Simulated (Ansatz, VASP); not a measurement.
**Sb in two plane-wave programs**

One calculation is typed for both programs; each brings its own data sets. How far apart do they land? Of the first pair: The structure shown is frame 250 of Ansatz's trajectory.

Program: Ansatz 0.2.0. Level of theory: plane waves, with VASP 6.6.1 beside it; single point at PBE. Results are calculated unless marked as measured.

### 1. The starting structure

The cell holds 16 atoms: 16 Sb. Its edges and angles: a = 7.913 Å, b = 7.913 Å, c = 7.913 Å, α = 90.0°, β = 90.0°, γ = 90.0°. As first built, before any earlier steps moved the atoms (in the runner's words): 16 atoms (16 Sb) placed at random at 6.53 g/cm^3 and pushed apart to contact distance.

### 2. Ansatz: dynamics, PBE

Ansatz runs on its default PAW (the set named soft_2) files.

One frame of this run of dynamics is then solved in both programs, so the motion causes no difference.

File input.yaml:

```yaml
crystal:
  lattice:
    - [7.9126, 0.0, 0.0]
    - [0.0, 7.9126, 0.0]
    - [0.0, 0.0, 7.9126]
  atoms:
    - { symbol: Sb, position: [0.27231, 0.27757, 0.82011] }
    - { symbol: Sb, position: [0.12189, 0.58274, 0.73248] }
    - { symbol: Sb, position: [0.08344, 0.11627, 0.16544] }
    - { symbol: Sb, position: [0.66923, 0.55171, 0.14482] }
    - { symbol: Sb, position: [0.47515, 0.59581, 0.43434] }
    - { symbol: Sb, position: [0.79674, 0.05079, 0.67389] }
    - { symbol: Sb, position: [0.43109, 0.22603, 0.34917] }
    - { symbol: Sb, position: [0.4874, 0.88781, 0.97456] }
    - { symbol: Sb, position: [0.23762, 0.88153, 0.37654] }
    - { symbol: Sb, position: [0.70781, 0.12211, 0.11584] }
    - { symbol: Sb, position: [0.14026, 0.93357, 0.7281] }
    - { symbol: Sb, position: [0.86836, 0.66162, 0.41261] }
    - { symbol: Sb, position: [0.48817, 0.56002, 0.84384] }
    - { symbol: Sb, position: [0.48756, 0.89179, 0.62324] }
    - { symbol: Sb, position: [0.79239, 0.46673, 0.6949] }
    - { symbol: Sb, position: [0.29412, 0.49199, 0.15169] }
kpoints:
  mp_grid: { grid: [1, 1, 1] }
hamiltonian:
  xc: pbe
scf:
  occupations: { method: fermi_dirac, width: 0.078 }
output:
  forces: true
  stress: true
md:
  timestep: 4.0
  n_steps: 750
  ensemble: nvt_nose_hoover
  temperature: 1404
  initial_velocities: maxwell_boltzmann
  seed: 5
  temperature_schedule:
    - { n_steps: 93, end_temperature: 1404 }
    - { n_steps: 93, end_temperature: 904 }
```

On the command line:

```sh
ansatz run input.yaml --threads 8 --pin off --max-ram 15360MiB --backend cpu --events-out ev --progress --plain --runs-dir out
```

Numbers of over 12 decimals in the logs are rounded to 6 here.

What it wrote:

```text
Warning: md: disabling space-group detection — thermal motion breaks the input geometry's symmetry, so no spatial operation reduces the k-mesh or symmetrises the density; time reversal is kept, so that k and −k are solved as one point where they differ and the mesh holds both, and exact exchange and, on two spinor components, a DFT+U term hold to it where the run has them: on two components no moment then forms, and  [...]
Warning: output.stress: scf.convergence.dr2_threshold = 1.6e-8 eV (the default of an md: trajectory) is looser than the 1.6e-9 eV advised for a printed stress (1e-10 eV for each atom of the cell: 16). What an SCF threshold leaves in a stress goes as its square root, and in the free energy as the threshold itself, and one threshold admits the most on a small cell: [figures from the program's tests cut] Set scf.converg [...]
Engine: ansatz 0.2.0, aarch64-unknown-linux-gnu
Pseudopotentials: kind: paw
Pseudopotential: Sb, paw, valence charge 15, recommended cutoff 420 eV (normal), Sb.paw.azcp
Functional definition: PBE
  parameter kappa = 0.804
  parameter beta = 0.066725
  exchange = pbe_x(kappa = kappa, mu = beta*pi^2/3)
  correlation = pbe_c(beta = beta)
Crystal: 16 atoms, lattice volume = 495.402 Å³
Basis set: ecut = 420 eV, 9771 PW (Γ), exchange–correlation on 108×108×108 points (8 copies of the dense FFT grid, shifted against one another)
Bands: 144, of which v1, the nominal top of the filled ones, is band 120 counted from 1 (119 counted from 0)
Symmetry: 1 space group operations
k-points: 1
Non-local potential: Sb, projectors of the file, l = 0: 2, l = 1: 2, l = 2: 2, l = 3: 2
PAW form: soft (Blöchl's): semilocal exchange-correlation on the pseudo side does not see the compensation charge
PAW one-centre angular grid: Sb, 590 points (default); XC on 64 Gauss nodes
Initial density: superposition of atomic densities (neutral atoms: chi_scale 0, normalization atom), corrected by the library's trained network
Initial wavefunctions: pseudopotential atomic-orbital guess
Functional: x = pbe(κ = 0.804, μ = 0.219515), c = pbe(β = 0.066725)
SCF iter   1: F=—  HF=-103736.569497 eV  |F-HF|=—  |Δ(HF+E_count)|=         —  Δρ=1.04e-2  dr2=1.88e0  ethr=1.77e-3  ⟨swp⟩=7.0  Hψ=578  notcnv=0
preconditioner: auto → LDOS  [metal: Δε(μ)=0.125 eV  Ē_g=7.639 eV  σ=0.078 eV  W_gap=0.38  n_scr=122 (ndim 8)  ℏωp=14.9 eV  f_vac=0.057  D(μ)=12.72/eV (n_scr^D=80)  β→1.0]
SCF iter   2: F=—  HF=-103736.279726 eV  |F-HF|=—  |Δ(HF+E_count)|=   2.90e-1  Δρ=7.19e-3  dr2=5.67e-1  ethr=7.84e-4  ⟨swp⟩=3.0  Hψ=312  notcnv=0  defer=7
SCF iter   3: F=—  HF=-103736.192698 eV  |F-HF|=—  |Δ(HF+E_count)|=   8.70e-2  Δρ=3.09e-3  dr2=1.47e-1  ethr=2.36e-4  ⟨swp⟩=3.0  Hψ=287  notcnv=0  defer=7
SCF iter   4: F=—  HF=-103736.169375 eV  |F-HF|=—  |Δ(HF+E_count)|=   2.33e-2  Δρ=9.16e-4  dr2=1.40e-2  ethr=6.11e-5  ⟨swp⟩=2.0  Hψ=192  notcnv=0  defer=7
SCF iter   5: F=—  HF=-103736.167895 eV  |F-HF|=—  |Δ(HF+E_count)|=   1.48e-3  Δρ=3.53e-4  dr2=1.94e-3  ethr=5.81e-6  ⟨swp⟩=2.0  Hψ=180  notcnv=0  defer=7
SCF iter   6: F=—  HF=-103736.167752 eV  |F-HF|=—  |Δ(HF+E_count)|=   1.43e-4  Δρ=1.32e-4  dr2=2.17e-4  ethr=8.09e-7  ⟨swp⟩=2.0  Hψ=190  notcnv=0  defer=7
SCF iter   7: F=—  HF=-103736.167719 eV  |F-HF|=—  |Δ(HF+E_count)|=   3.27e-5  Δρ=6.14e-5  dr2=4.48e-5  ethr=9.05e-8  ⟨swp⟩=2.0  Hψ=183  notcnv=0  defer=7
SCF iter   8: F=—  HF=-103736.167743 eV  |F-HF|=—  |Δ(HF+E_count)|=   2.41e-5  Δρ=2.57e-5  dr2=7.83e-6  ethr=1.87e-8  ⟨swp⟩=3.0  Hψ=282  notcnv=0  defer=7
SCF iter   9: F=—  HF=-103736.168046 eV  |F-HF|=—  |Δ(HF+E_count)|=   3.02e-4  Δρ=9.78e-6  dr2=8.89e-7  ethr=3.26e-9  ⟨swp⟩=3.0  Hψ=278  notcnv=0  defer=7
SCF iter  10: F=—  HF=-103736.168046 eV  |F-HF|=—  |Δ(HF+E_count)|=   1.50e-7  Δρ=3.95e-6  dr2=1.79e-7  ethr=3.71e-10  ⟨swp⟩=3.0  Hψ=295  notcnv=0  defer=7
SCF iter  11: F=—  HF=-103736.168046 eV  |F-HF|=—  |Δ(HF+E_count)|=   1.03e-8  Δρ=1.89e-6  dr2=3.80e-8  ethr=7.47e-11  ⟨swp⟩=2.0  Hψ=258  notcnv=0  defer=7
[...]
md step   692: t =  2768.00 fs  T =   687.2 K (target 904.0 K)  F+E_penalty+E_count = -103743.92313040 eV  E_kin = 1.332491 eV  conserved = -103733.45290212 eV  P_inst = 8.2190 GPa  (4 SCF iters)
md step   694: t =  2776.00 fs  T =   710.3 K (target 904.0 K)  F+E_penalty+E_count = -103743.97039979 eV  E_kin = 1.377274 eV  conserved = -103733.45305689 eV  P_inst = 8.2504 GPa  (3 SCF iters)
md step   696: t =  2784.00 fs  T =   741.6 K (target 904.0 K)  F+E_penalty+E_count = -103744.02982729 eV  E_kin = 1.437963 eV  conserved = -103733.45310612 eV  P_inst = 8.2217 GPa  (3 SCF iters)
md step   698: t =  2792.00 fs  T =   779.1 K (target 904.0 K)  F+E_penalty+E_count = -103744.09720703 eV  E_kin = 1.510598 eV  conserved = -103733.45329441 eV  P_inst = 8.1334 GPa  (3 SCF iters)
md step   700: t =  2800.00 fs  T =   816.3 K (target 904.0 K)  F+E_penalty+E_count = -103744.15951300 eV  E_kin = 1.582629 eV  conserved = -103733.45359376 eV  P_inst = 7.9972 GPa  (9 SCF iters)
md step   702: t =  2808.00 fs  T =   843.0 K (target 904.0 K)  F+E_penalty+E_count = -103744.19672169 eV  E_kin = 1.634582 eV  conserved = -103733.45370652 eV  P_inst = 7.8332 GPa  (4 SCF iters)
[...]
md step   712: t =  2848.00 fs  T =   882.3 K (target 904.0 K)  F+E_penalty+E_count = -103744.12357541 eV  E_kin = 1.710661 eV  conserved = -103733.45247510 eV  P_inst = 7.0212 GPa  (4 SCF iters)
md step   714: t =  2856.00 fs  T =   916.5 K (target 904.0 K)  F+E_penalty+E_count = -103744.14460269 eV  E_kin = 1.776958 eV  conserved = -103733.45270386 eV  P_inst = 6.8929 GPa  (4 SCF iters)
md step   716: t =  2864.00 fs  T =   953.3 K (target 904.0 K)  F+E_penalty+E_count = -103744.16575479 eV  E_kin = 1.848273 eV  conserved = -103733.45297225 eV  P_inst = 6.7904 GPa  (4 SCF iters)
md step   718: t =  2872.00 fs  T =   981.6 K (target 904.0 K)  F+E_penalty+E_count = -103744.16685920 eV  E_kin = 1.903149 eV  conserved = -103733.45313573 eV  P_inst = 6.7202 GPa  (3 SCF iters)
md step   720: t =  2880.00 fs  T =   992.9 K (target 904.0 K)  F+E_penalty+E_count = -103744.13342039 eV  E_kin = 1.925202 eV  conserved = -103733.45312007 eV  P_inst = 6.6860 GPa  (8 SCF iters)
md step   722: t =  2888.00 fs  T =   984.3 K (target 904.0 K)  F+E_penalty+E_count = -103744.06129845 eV  E_kin = 1.908372 eV  conserved = -103733.45295128 eV  P_inst = 6.6878 GPa  (3 SCF iters)
md step   724: t =  2896.00 fs  T =   957.4 K (target 904.0 K)  F+E_penalty+E_count = -103743.95553873 eV  E_kin = 1.856318 eV  conserved = -103733.45271975 eV  P_inst = 6.7228 GPa  (3 SCF iters)
md step   726: t =  2904.00 fs  T =   916.9 K (target 904.0 K)  F+E_penalty+E_count = -103743.82537505 eV  E_kin = 1.777681 eV  conserved = -103733.45250155 eV  P_inst = 6.7860 GPa  (3 SCF iters)
md step   728: t =  2912.00 fs  T =   867.4 K (target 904.0 K)  F+E_penalty+E_count = -103743.67996130 eV  E_kin = 1.681739 eV  conserved = -103733.45229715 eV  P_inst = 6.8720 GPa  (3 SCF iters)
md step   730: t =  2920.00 fs  T =   813.8 K (target 904.0 K)  F+E_penalty+E_count = -103743.52816447 eV  E_kin = 1.577922 eV  conserved = -103733.45205669 eV  P_inst = 6.9741 GPa  (8 SCF iters)
md step   732: t =  2928.00 fs  T =   762.4 K (target 904.0 K)  F+E_penalty+E_count = -103743.38126110 eV  E_kin = 1.478260 eV  conserved = -103733.45175982 eV  P_inst = 7.0842 GPa  (3 SCF iters)
md step   734: t =  2936.00 fs  T =   721.2 K (target 904.0 K)  F+E_penalty+E_count = -103743.25395258 eV  E_kin = 1.398298 eV  conserved = -103733.45147344 eV  P_inst = 7.1927 GPa  (3 SCF iters)
md step   736: t =  2944.00 fs  T =   698.1 K (target 904.0 K)  F+E_penalty+E_count = -103743.16063810 eV  E_kin = 1.353450 eV  conserved = -103733.45131389 eV  P_inst = 7.2914 GPa  (3 SCF iters)
md step   738: t =  2952.00 fs  T =   697.5 K (target 904.0 K)  F+E_penalty+E_count = -103743.10878419 eV  E_kin = 1.352405 eV  conserved = -103733.45135749 eV  P_inst = 7.3764 GPa  (3 SCF iters)
md step   740: t =  2960.00 fs  T =   718.1 K (target 904.0 K)  F+E_penalty+E_count = -103743.09427870 eV  E_kin = 1.392249 eV  conserved = -103733.45158279 eV  P_inst = 7.4506 GPa  (8 SCF iters)
md step   742: t =  2968.00 fs  T =   752.4 K (target 904.0 K)  F+E_penalty+E_count = -103743.10222297 eV  E_kin = 1.458752 eV  conserved = -103733.45188209 eV  P_inst = 7.5214 GPa  (4 SCF iters)
md step   744: t =  2976.00 fs  T =   790.1 K (target 904.0 K)  F+E_penalty+E_count = -103743.11290326 eV  E_kin = 1.531894 eV  conserved = -103733.45211149 eV  P_inst = 7.5959 GPa  (3 SCF iters)
md step   746: t =  2984.00 fs  T =   822.3 K (target 904.0 K)  F+E_penalty+E_count = -103743.11026490 eV  E_kin = 1.594310 eV  conserved = -103733.45214194 eV  P_inst = 7.6761 GPa  (3 SCF iters)
md step   748: t =  2992.00 fs  T =   845.7 K (target 904.0 K)  F+E_penalty+E_count = -103743.08988248 eV  E_kin = 1.639774 eV  conserved = -103733.45190482 eV  P_inst = 7.7559 GPa  (4 SCF iters)
[...]
md step   750: t =  3000.00 fs  T =   865.6 K (target 904.0 K)  F+E_penalty+E_count = -103743.06334970 eV  E_kin = 1.678327 eV  conserved = -103733.45144594 eV  P_inst = 7.8207 GPa  (8 SCF iters)
SCF converged after 8 iterations
Free energy (F): -103743.063350 eV
Harris-Foulkes:  -103743.063350 eV  (|F-HF|=3.75e-9)
Internal energy: -103742.984328 eV  (E = F + TS)
E sigma→0 (E₀):  -103743.023839 eV
Entropy (-TS):   -0.079022 eV (-4.939 meV/atom)
Fermi energy:    9.685672 eV
--- Per-component energies (eV) ---
  E_band       = -2777.075729
  E_kinetic    = 3328.054342
  E_local      = -27026.559824  (includes V_loc(G=0)·N_el)
  E_nonlocal   = 5792.042887
  E_hartree    = 12286.495469
  E_xc         = -2220.592318
  E_vxc        = -1546.659602  (∫ρ·V_xc dr)
  E_paw        = -73198.066589  (= ΣΔE_a)
  E_vpaw       = -7896.946068  (= ΣTr[D̂ρ^β])
  E_aug_tail   = -0.000024  (compensation charges beyond the density's cutoff)
  E_ewald      = -22704.358270
  E_smearing   = -0.079022  (= −TS)
  E_closure    = -0.000000  (closes the sum)
  Σ components = -103743.063350   (vs F -103743.063350, Δ=0.00e0)
--- Forces (eV/Å), atoms counted from 1 ---
  atom   1  Sb    -0.68465905    -0.72308917    -0.68886426
  atom   2  Sb     1.08766320    -0.06527299     0.59807712
  atom   3  Sb     0.06293558    -0.27157266    -1.28031517
  atom   4  Sb     0.44771254    -1.21341177     1.08341577
  atom   5  Sb     0.32913883    -0.43513300     0.13978227
  atom   6  Sb     0.40794945    -0.58147158     0.57916401
  atom   7  Sb    -0.50633496    -0.05785744    -0.18411378
  atom   8  Sb    -0.30306609    -0.81278665     0.83819762
  atom   9  Sb    -0.56375329     0.20370940     0.37465206
  atom  10  Sb     0.70475824     0.43179662    -0.13739436
  atom  11  Sb    -0.63149906     0.04209361    -0.67605062
  atom  12  Sb    -1.14768459     1.45769610    -0.03973960
  atom  13  Sb    -1.08968696     0.06533402    -0.55101560
  atom  14  Sb     1.38931715     0.47131204     0.54831281
  atom  15  Sb    -0.32222485     1.04431174     0.14480952
  atom  16  Sb     0.81942959     0.44434466    -0.74891631
  max |Σ_I F_I| component: 4.26e-6 eV/Å
--- Stress (GPa, compression-positive) ---
        8.452424      -1.872789       0.835686
       -1.872788       8.257730       0.592480
        0.835686       0.592480       5.593968
  P = ⅓ Tr σ = 7.4347 GPa (74.347 kbar)
--- MD trajectory: 750 steps, t = 0.0 → 3000.0 fs ---
  final state: T = 865.6 K   F+E_penalty+E_count = -103743.06334970 eV   E_kin = 1.678327 eV
  conserved energy: peak-to-peak 1.072e-2 eV (6.699e-4 eV/atom) over 3000.0 fs
```

Reading the cycles: dr2 is the Hartree energy of the density residual (eV), the measure of convergence; HF is the Harris–Foulkes estimate of the energy, which meets the free energy F at convergence.

(Continued in part 2 of 3.)

[Lines on the potential files, build, host, timing and source positions are cut from VASP's logs without a mark.]

[Logs are printed without paths, hosts, clocks, repeated set-up lines and the standing remarks that a program may print on its own settings, such as how far it seeks lower states.]

[Hosts, paths, dates, database ids (printed as entryN), source tags and the programs' standing remarks are cut or masked in the printed files.]
